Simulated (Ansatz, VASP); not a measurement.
## ZrC: VASP beside Ansatz

One calculation is typed for both programs; each brings its own data sets. How far apart do they land? The cell is taken from a series of runs on this material, whose earlier steps may have relaxed, scaled, displaced or heated it; both programs get it as it stands.

Calculated with Ansatz 0.2.0; plane waves, with VASP 6.6.1 beside it; elastic constants at PBEsol.

## (1) The structure

It takes space group Fm-3m (No. 225, cubic). The conventional cell has a = 4.663 Å, b = 4.663 Å, c = 4.663 Å, α = 90.00°, β = 90.00°, γ = 90.00°. Nearest to Zr lie 6 C at 2.33 Å. C has 6 Zr at 2.33 Å nearest. Farther neighbours are not listed.

As a file:

```cif
data_structure
_symmetry_space_group_name_H-M 'Fm-3m'
_symmetry_Int_Tables_number 225
_cell_length_a 4.6627
_cell_length_b 4.6627
_cell_length_c 4.6627
_cell_angle_alpha 90.000
_cell_angle_beta 90.000
_cell_angle_gamma 90.000
_cell_volume 101.37
loop_
_atom_site_label
_atom_site_type_symbol
_atom_site_symmetry_multiplicity
_atom_site_Wyckoff_symbol
_atom_site_fract_x
_atom_site_fract_y
_atom_site_fract_z
_atom_site_occupancy
Zr1 Zr 4 a 0.00000 0.00000 0.00000 1
C1 C 4 b 0.50000 0.00000 0.00000 1
```

## (2) Ansatz: elastic constants, PBEsol, pair 1

Ansatz runs on its default PAW (the set named soft_2) files.

Elastic constants are differences of stresses under small strains, so they test the stress and the mesh.

Contents of input.yaml:

```yaml
crystal:
  lattice:
    - [0.0, 2.3313749801, 2.3313749801]
    - [2.3313749801, 0.0, 2.3313749801]
    - [2.3313749801, 2.3313749801, 0.0]
  atoms:
    - { symbol: Zr, position: [0.0, 0.0, 0.0] }
    - { symbol: C, position: [0.5, 0.5, 0.5] }
kpoints:
  mp_grid: { grid: [4, 4, 4] }
hamiltonian:
  xc: pbesol
scf:
  occupations: { method: methfessel_paxton, width: 0.25 }
output:
  forces: true
  stress: true
  eigenvalues: true
elastic:
  mode: relaxed_ion
  stencil: two_point
  amplitude: 0.01
```

The run is started by

```bash
$ ansatz run input.yaml --threads 4 --pin off --max-ram 16384MiB --backend cpu --events-out ev --progress --plain --runs-dir out
```

Numbers of over 12 decimals in the logs are rounded to 6 here.

Output:

```text
Engine: ansatz 0.2.0, aarch64-unknown-linux-gnu
Pseudopotentials: kind: paw
Pseudopotential: Zr, paw, valence charge 12, recommended cutoff 420 eV (normal), Zr.paw.azcp
Pseudopotential: C, paw, valence charge 4, recommended cutoff 420 eV (normal), C.paw.azcp
Functional definition: PBEsol
  exchange = pbesol_x
  correlation = pbesol_c
Crystal: 2 atoms, lattice volume = 25.343 Å³
Basis set: ecut = 420 eV, 531 PW (Γ), exchange–correlation on 48×48×48 points (8 copies of the dense FFT grid, shifted against one another)
Bands: 12, of which v1, the nominal top of the filled ones, is band 8 counted from 1 (7 counted from 0)
Symmetry: 48 space group operations
Space group: Fm-3m (ITA 225), of the structure as read, at distance tolerance 2.9e-5 Å
k-points: 8 of 64
Non-local potential: Zr, projectors of the file, l = 0: 3, l = 1: 2, l = 2: 2, l = 3: 2
Non-local potential: C, projectors of the file, l = 0: 2, l = 1: 2, l = 2: 1
PAW form: soft (Blöchl's): semilocal exchange-correlation on the pseudo side does not see the compensation charge
PAW frozen core: Zr, regenerated for the run's functional, and the local potential with it (the file was generated under x = pbe(κ = 0.804, μ = 0.219515), c = pbe(β = 0.066725))
PAW frozen core: C, regenerated for the run's functional, and the local potential with it (the file was generated under x = pbe(κ = 0.804, μ = 0.219515), c = pbe(β = 0.066725))
PAW one-centre angular grid: Zr, 590 points (default); XC on 64 Gauss nodes
PAW one-centre angular grid: C, 110 points (default); XC on 64 Gauss nodes
Initial density: superposition of atomic densities (neutral atoms: chi_scale 0, normalization atom), corrected by the library's trained network
Initial wavefunctions: pseudopotential atomic-orbital guess
Functional: x = pbesol(κ = 0.804, μ = 0.123457), c = pbesol(β = 0.046)
SCF iter   1: F=—  HF=-4377.148194 eV  |F-HF|=—  |Δ(HF+E_count)|=         —  Δρ=1.30e-2  dr2=5.89e-2  ethr=1.77e-3  ⟨swp⟩=5.0  Hψ=476  notcnv=0
preconditioner: auto → none  [insulator: Δε(μ)=0.498 eV  Ē_g=18.073 eV  σ=0.250 eV  W_gap=1.05  n_scr=8 (ndim 8)  ℏωp=27.6 eV  f_vac=0.000  D(μ)=0.28/eV (n_scr^D=0)  ε∞_Penn≈3.3]
SCF iter   2: F=—  HF=-4377.134536 eV  |F-HF|=—  |Δ(HF+E_count)|=   1.37e-2  S|Δr|=    0.00e0  Δρ=3.88e-3  dr2=5.60e-3  ethr=3.68e-4  ⟨swp⟩=1.0  Hψ=160  notcnv=0
SCF iter   3: F=—  HF=-4377.133226 eV  |F-HF|=—  |Δ(HF+E_count)|=   1.31e-3  S|Δr|=    0.00e0  Δρ=6.42e-4  dr2=7.67e-5  ethr=3.50e-5  ⟨swp⟩=2.0  Hψ=114  notcnv=0
SCF iter   4: F=—  HF=-4377.133214 eV  |F-HF|=—  |Δ(HF+E_count)|=   1.18e-5  S|Δr|=    0.00e0  Δρ=1.06e-4  dr2=1.68e-6  ethr=4.79e-7  ⟨swp⟩=2.2  Hψ=122  notcnv=0
SCF iter   5: F=—  HF=-4377.133215 eV  |F-HF|=—  |Δ(HF+E_count)|=   8.95e-7  S|Δr|=    0.00e0  Δρ=1.11e-5  dr2=9.22e-9  ethr=1.05e-8  ⟨swp⟩=2.4  Hψ=141  notcnv=0
SCF iter   6: F=—  HF=-4377.133215 eV  |F-HF|=—  |Δ(HF+E_count)|=   7.40e-9  S|Δr|=    0.00e0  Δρ=8.52e-7  dr2=1.31e-10  ethr=5.76e-11  ⟨swp⟩=2.2  Hψ=152  notcnv=0
SCF iter   7: F=—  HF=-4377.133215 eV  |F-HF|=—  |Δ(HF+E_count)|=  2.46e-11  S|Δr|=    0.00e0  Δρ=1.30e-7  dr2=1.42e-12  ethr=8.22e-13 (applied; sched 1.00e-12)  ⟨swp⟩=2.0  Hψ=114  notcnv=0
SCF iter   8: F=-4377.133215 eV  HF=-4377.133215 eV  |F-HF|=1.82e-12  |Δ(HF+E_count)|=  9.09e-13  S|Δr|=    0.00e0  Δρ=3.09e-9  dr2=1.44e-15  ethr=1.00e-12  ⟨swp⟩=4.5  Hψ=327  notcnv=0
SCF 1 converged in 8 iterations: F = -4377.133215 eV  dr2 = 1.44e-15
  greatest PAW one-centre occupation: 0.996 electrons in one spin orbital (limit 2), on the Zr atom at site 0 (counted from 0), in its partial waves of l = 0
Crystal: 2 atoms, lattice volume = 25.090 Å³
Symmetry: 16 space group operations
k-points: 13 of 64
Initial density: handed on by an earlier stage of this run
Initial wavefunctions: those handed on with the density
iter 1 solved again at ethr=8.13e-6 eV; its pass at ethr=3.10e-3 eV (dr2=1.30e-3 eV) is discarded
SCF iter   1: F=—  HF=-4377.129397 eV  |F-HF|=—  |Δ(HF+E_count)|=         —  Δρ=2.24e-3  dr2=1.39e-3  ethr=8.13e-6  ⟨swp⟩=1.3  Hψ=1059  notcnv=0
preconditioner: auto → none  [insulator: Δε(μ)=0.393 eV  Ē_g=18.136 eV  σ=0.250 eV  W_gap=0.97  n_scr=8 (ndim 8)  ℏωp=27.7 eV  f_vac=0.000  D(μ)=0.36/eV (n_scr^D=0)  ε∞_Penn≈3.3]
[...]
SCF 2 converged in 8 iterations: F = -4377.128943 eV  dr2 = 1.83e-14
Crystal: 2 atoms, lattice volume = 25.597 Å³
[...]
preconditioner: auto → none  [insulator: Δε(μ)=0.341 eV  Ē_g=18.043 eV  σ=0.250 eV  W_gap=0.91  n_scr=8 (ndim 8)  ℏωp=27.5 eV  f_vac=0.000  D(μ)=0.42/eV (n_scr^D=0)  ε∞_Penn≈3.3]
[...]
SCF 3 converged in 7 iterations: F = -4377.129487 eV  dr2 = 6.00e-16
Symmetry: 8 space group operations
k-points: 18 of 64
[...]
preconditioner: auto → none  [insulator: Δε(μ)=0.368 eV  Ē_g=18.091 eV  σ=0.250 eV  W_gap=0.94  n_scr=8 (ndim 8)  ℏωp=27.6 eV  f_vac=0.000  D(μ)=0.38/eV (n_scr^D=0)  ε∞_Penn≈3.3]
[...]
SCF iter   4: F=—  HF=-4377.131717 eV  |F-HF|=—  |Δ(HF+E_count)|=   1.34e-8  S|Δr|=    0.00e0  Δρ=9.77e-7  dr2=5.64e-11  ethr=6.95e-10  ⟨swp⟩=1.0  Hψ=216  notcnv=0
SCF iter   5: F=—  HF=-4377.131717 eV  |F-HF|=—  |Δ(HF+E_count)|=  5.18e-11  S|Δr|=    0.00e0  Δρ=1.55e-7  dr2=1.83e-12  ethr=3.52e-13 (applied; sched 1.00e-12)  ⟨swp⟩=2.3  Hψ=360  notcnv=0
SCF iter   6: F=-4377.131717 eV  HF=-4377.131717 eV  |F-HF|=1.82e-12  |Δ(HF+E_count)|=    0.00e0  S|Δr|=    0.00e0  Δρ=1.33e-8  dr2=3.98e-14  ethr=1.00e-12  ⟨swp⟩=4.9  Hψ=753  notcnv=0
SCF 4 converged in 6 iterations: F = -4377.131717 eV  dr2 = 3.98e-14
iter 1 solved again at ethr=2.48e-9 eV; its pass at ethr=3.10e-3 eV (dr2=3.97e-7 eV) is discarded
SCF iter   1: F=—  HF=-4377.131718 eV  |F-HF|=—  |Δ(HF+E_count)|=         —  Δρ=5.56e-5  dr2=5.01e-7  ethr=2.48e-9  ⟨swp⟩=2.6  Hψ=1419  notcnv=0
preconditioner: auto → none  [insulator: Δε(μ)=0.371 eV  Ē_g=18.091 eV  σ=0.250 eV  W_gap=0.95  n_scr=8 (ndim 8)  ℏωp=27.6 eV  f_vac=0.000  D(μ)=0.38/eV (n_scr^D=0)  ε∞_Penn≈3.3]
SCF iter   2: F=—  HF=-4377.131717 eV  |F-HF|=—  |Δ(HF+E_count)|=   6.08e-7  S|Δr|=    0.00e0  Δρ=2.51e-5  dr2=7.19e-8  ethr=2.48e-9  ⟨swp⟩=2.1  Hψ=247  notcnv=0
SCF iter   3: F=—  HF=-4377.131717 eV  |F-HF|=—  |Δ(HF+E_count)|=   1.11e-8  S|Δr|=    0.00e0  Δρ=3.44e-6  dr2=1.08e-9  ethr=4.50e-10  ⟨swp⟩=2.1  Hψ=248  notcnv=0
SCF iter   4: F=—  HF=-4377.131717 eV  |F-HF|=—  |Δ(HF+E_count)|=  3.18e-10  S|Δr|=    0.00e0  Δρ=2.75e-7  dr2=1.07e-11  ethr=6.75e-12  ⟨swp⟩=2.2  Hψ=316  notcnv=0
SCF iter   5: F=—  HF=-4377.131717 eV  |F-HF|=—  |Δ(HF+E_count)|=  1.82e-12  S|Δr|=    0.00e0  Δρ=7.43e-8  dr2=5.35e-13  ethr=6.71e-14 (applied; sched 1.00e-12)  ⟨swp⟩=2.1  Hψ=344  notcnv=0
SCF iter   6: F=-4377.131717 eV  HF=-4377.131717 eV  |F-HF|=9.09e-13  |Δ(HF+E_count)|=  9.09e-13  S|Δr|=    0.00e0  Δρ=6.77e-9  dr2=7.87e-15  ethr=1.00e-12  ⟨swp⟩=4.0  Hψ=706  notcnv=0
SCF 5 converged in 6 iterations: F = -4377.131717 eV  dr2 = 7.87e-15
SCF converged after 8 iterations
Stability not checked: this state was not tested for a lower state beside it, because cold or Methfessel-Paxton smearing, or corrected tetrahedra, fill the levels in a way that the test cannot read (fill_not_monotonic; see scf.lower_state_search)
Free energy (F): -4377.133215 eV
Harris-Foulkes:  -4377.133215 eV  (|F-HF|=1.82e-12)
Internal energy: -4377.139565 eV  (E = F + TS)
E sigma→0 (E₀):  -4377.134802 eV
Entropy (-TS):   0.006350 eV (3.175 meV/atom)
Fermi energy:    14.954710 eV
Step filling:    the computed levels leave a gap of 0.4583 eV = 1.8 smearing widths at the electron count; against every level under it full and every level over it empty, smearing changes F+E_penalty+E_count by +4.114 meV and its σ→0 estimate by +2.526 meV
--- Per-component energies (eV) ---
  E_band       = -42.935792
  E_kinetic    = 423.281062
  E_local      = -583.074712  (includes V_loc(G=0)·N_el)
  E_nonlocal   = 106.353576
  E_hartree    = 174.842773
  E_xc         = -210.155398
  E_vxc        = -252.310352  (∫ρ·V_xc dr)
  E_paw        = -2994.308330  (= ΣΔE_a)
  E_vpaw       = -86.870946  (= ΣTr[D̂ρ^β])
  E_aug_tail   = 0.000034  (compensation charges beyond the density's cutoff)
  E_ewald      = -1294.265391
  E_core_change = 0.186821  (= ΣΔE_core)
  E_smearing   = 0.006350  (= −TS)
  E_closure    = -0.000000  (closes the sum)
  Σ components = -4377.133215   (vs F -4377.133215, Δ=0.00e0)
--- Forces (eV/Å), atoms counted from 1 ---
  atom   1  Zr    -0.00000000    -0.00000000     0.00000000
  atom   2  C      0.00000000    -0.00000000     0.00000000
  max |Σ_I F_I| component: 5.92e-30 eV/Å
--- Stress (GPa, compression-positive) ---
       -0.006447       0.000000       0.000000
        0.000000      -0.006447      -0.000000
       -0.000000       0.000000      -0.006447
  P = ⅓ Tr σ = -0.0064 GPa (-0.064 kbar)
--- Band table (eV; the first three rows and the last of 8) ---
  k-point 0: bands = [... 4 lower, 3.7411, 16.0461, 16.0461, 16.0461, 16.2333, 16.2333, 16.2333, 18.0406]
  k-point 1: bands = [... 4 lower, 5.0627, 12.3281, 13.3009, 13.3009, 17.7612, 17.7612, 17.9639, 22.1032]
  k-point 2: bands = [... 4 lower, 6.9773, 9.7026, 12.1003, 12.1003, 19.7986, 19.7986, 20.6302, 21.7301]
  k-point 7: bands = [... 4 lower, 5.6413, 12.4119, 12.7652, 12.7652, 18.4846, 18.4846, 21.0400, 22.4219]
--- Elastic constants: 2 strain directions × 2 members + reference (group order 48) ---
  dense FFT box of the reference and of every strained cell: 24×24×24
  strains applied: 11, 23; error gains: componentwise 1.00 (the most a stress slope's error grows in a printed constant), spectral 1.73 (1 for all six strains in a standard setting)
  C = ∂σ_k/∂η_j (tension-positive GPa; Voigt order 11 22 33 23 13 12):
       490.197    113.271    113.271      0.000      0.000     -0.000
       113.271    490.197    113.271      0.000      0.000      0.000
       113.271    113.271    490.197      0.000      0.000     -0.000
         0.000     -0.000     -0.000    168.515      0.000      0.000
         0.000     -0.000     -0.000     -0.000    168.515      0.000
         0.000     -0.000      0.000     -0.000     -0.000    168.515
  reference stress σ⁰ (GPa):      0.006      0.006      0.006      0.000      0.000     -0.000
  C* (energy form; C + prestress term) asymmetry max|C*_kj − C*_jk| = 7.105e-14 GPa — a small one proves nothing (zero by symmetry where the batch's group is 432, −43m or m−3m); a large one is finite-difference/SCF noise where every solve meets its electron count
  moduli (Voigt/Reuss/Hill, GPa): K = 238.91/238.91/238.91   G = 176.49/175.96/176.23   E = 424.35   ν = 0.204
  mechanically stable: yes (min eigenvalue of sym C = 168.51 GPa)
  strain η (Voigt 11):  stress-route row diagonal C_11 = 490.20 GPa, energy-path curvature d²(F+E_count+ΔE)/dδ²/Ω₀ = 486.30 GPa
         δ    σ_11 (GPa)             F (eV)   n_scf  n_hpsi   n_pw
    -1.000e-2      -5.2537       -4377.1289431       8    3169    531   relax 0 steps, max|allowed force component| 2.47e-31 eV/Å
     1.000e-2       4.5503       -4377.1294871       7    2596    531   relax 0 steps, max|allowed force component| 5.42e-31 eV/Å
  strain η (Voigt 23):  stress-route row diagonal C_44 = 168.51 GPa, energy-path curvature d²(F+E_count+ΔE)/dδ²/Ω₀ = 167.61 GPa
         δ    σ_23 (GPa)             F (eV)   n_scf  n_hpsi   n_pw
    -1.000e-2      -1.6851       -4377.1317172       6    3700    531   relax 0 steps, max|allowed force component| 1.18e-29 eV/Å
     1.000e-2       1.6851       -4377.1317172       6    3536    531   relax 0 steps, max|allowed force component| 2.27e-30 eV/Å
```

In the SCF lines HF is the Harris–Foulkes energy and dr2 the Hartree energy of the density residual, in eV; the loop may stop once dr2 is under the threshold and the program's other checks hold. Hψ counts applications of the Hamiltonian.

[end of part 1 of 2]

[Lines on the potential files, build, host, timing and source positions are cut from VASP's logs without a mark.]

[Logs are printed without paths, hosts, clocks, repeated set-up lines and the standing remarks that a program may print on its own settings, such as how far it seeks lower states.]

[Hosts, paths, dates, database ids (printed as entryN), source tags and the programs' standing remarks are cut or masked in the printed files.]
